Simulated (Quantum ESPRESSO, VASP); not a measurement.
**Fitting the PBE energy curve of CoH3**

The structure is cubic, space group Pm-3m (No. 221). Conventional cell: a = 2.611 Å, b = 2.611 Å, c = 2.611 Å, α = 90.00°, β = 90.00°, γ = 90.00°. Co (site symmetry m-3m) is surrounded by 12 H at 1.85 Å. H (site symmetry 4/mmm) has 4 Co at 1.85 Å and 8 H at 1.85 Å as nearest neighbours.

The cell comes from a database or a generator and needn't be the stable form of this composition.

The cell was scaled at fixed shape and fractions and run with VASP, PBE PAW files Co, H, 520 eV; PBE, k mesh 10 × 10 × 10 on the cell of 4 atoms, fermi-dirac occupations of 0.05 eV, collinear spin, ferromagnetic start, no spin-orbit coupling. Energies are those that the program minimises, any entropy of the smearing included. For a metal such a mesh isn't converged to the digits shown. The magnetic state is the one that the start led to, which needn't be the lowest.

| V (Å³/atom) | energy over the lowest row (meV/atom) |
| --- | --- |
| 4.1846 | 11.891 |
| 4.2737 | 5.162 |
| 4.3627 | 1.296 |
| 4.4517 | 0.000 |
| 4.5408 | ? |
| 4.6298 | 4.202 |
| 4.7188 | 9.237 |

Question: Fit the third-order Birch-Murnaghan form, give V0, B0 and B′, and predict the energy left open.

Answer: With y = (V0/V)^(2/3), E = E0 + (9 V0 B0/16) [(y - 1)³ B′ + (y - 1)² (6 - 4y)]. Least squares through the rows shown give V0 = 4.4549 Å³/atom, E0 = 0.006 meV, B0 = 208.8 GPa (1 eV/Å³ = 160.218 GPa) and B′ = 4.12, with a largest miss of 0.007 meV. At V = 4.5408 the form with these constants gives 1.051 meV; the run gave 1.054 meV an atom. Other set-ups at this level, from all their volumes (Å³/atom, GPa): Quantum ESPRESSO, SSSP 1.3 efficiency PBE: V0 4.453, B0 209.8.
